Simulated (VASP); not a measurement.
Input:

```
Ti
1.0
    0.00000     2.05495     2.05495
    2.05495     0.00000     2.05495
    2.05495     2.05495     0.00000
Ti
1
Cartesian
  0.00000   0.00000   0.00000
```

These are r2SCAN meta-GGA, VASP's PBE PAW potentials (set 64) (plane waves; VASP 6.6.1) values and carry that method's errors. Run with 400 eV cut-off, 17×17×17 Γ-centred mesh, tetrahedra with Blöchl corrections, potentials Ti_sv.

Problem. Tabulate the total density of states (states/eV per cell) against energy (eV; zero at the valence-band maximum or, without a gap, the Fermi level).

Solution. 
| E (eV) | DOS (states/eV) |
|---|---|
| -9.98 | 0.00 |
| -9.86 | 0.00 |
| -9.62 | 0.00 |
| -9.50 | 0.00 |
| -9.26 | 0.00 |
| -9.14 | 0.00 |
| -8.90 | 0.00 |
| -8.78 | 0.00 |
| -8.66 | 0.00 |
| -8.42 | 0.00 |
| -8.30 | 0.00 |
| -8.06 | 0.00 |
| -7.94 | 0.00 |
| -7.82 | 0.00 |
| -7.58 | 0.00 |
| -7.46 | 0.00 |
| -7.22 | 0.00 |
| -7.10 | 0.00 |
| -6.86 | 0.00 |
| -6.74 | 0.00 |
| -6.62 | 0.00 |
| -6.38 | 0.01 |
| -6.26 | 0.03 |
| -6.02 | 0.05 |
| -5.90 | 0.06 |
| -5.78 | 0.07 |
| -5.54 | 0.09 |
| -5.42 | 0.09 |
| -5.18 | 0.11 |
| -5.06 | 0.12 |
| -4.82 | 0.13 |
| -4.70 | 0.14 |
| -4.58 | 0.15 |
| -4.34 | 0.17 |
| -4.22 | 0.18 |
| -3.98 | 0.21 |
| -3.86 | 0.22 |
| -3.74 | 0.24 |
| -3.50 | 0.27 |
| -3.38 | 0.29 |
| -3.14 | 0.35 |
| -3.02 | 0.40 |
| -2.78 | 0.55 |
| -2.66 | 0.77 |
| -2.54 | 0.92 |
| -2.30 | 0.94 |
| -2.18 | 0.94 |
| -1.94 | 0.94 |
| -1.82 | 0.97 |
| -1.70 | 1.09 |
| -1.46 | 1.52 |
| -1.34 | 1.38 |
| -1.10 | 1.25 |
| -0.98 | 1.48 |
| -0.74 | 1.39 |
| -0.62 | 1.32 |
| -0.50 | 1.25 |
| -0.26 | 1.50 |
| -0.14 | 1.73 |
| 0.10 | 1.49 |
| 0.22 | 1.52 |
| 0.34 | 1.62 |
| 0.58 | 1.53 |
| 0.70 | 1.44 |
| 0.94 | 1.31 |
| 1.06 | 1.47 |
| 1.30 | 1.98 |
| 1.42 | 1.58 |
| 1.54 | 1.29 |
| 1.78 | 1.18 |
| 1.90 | 1.19 |
| 2.14 | 1.46 |
| 2.26 | 1.69 |
| 2.38 | 1.86 |
| 2.62 | 1.47 |
| 2.74 | 1.36 |
| 2.98 | 1.48 |
| 3.10 | 1.51 |
| 3.34 | 1.64 |
| 3.46 | 1.89 |
Within 2 eV below the Fermi level the largest weight inside VASP's projection spheres is Ti d.

The structure was generated: Ti was put into the fcc type (Fm-3m), which need not be its known phase. It was relaxed first.
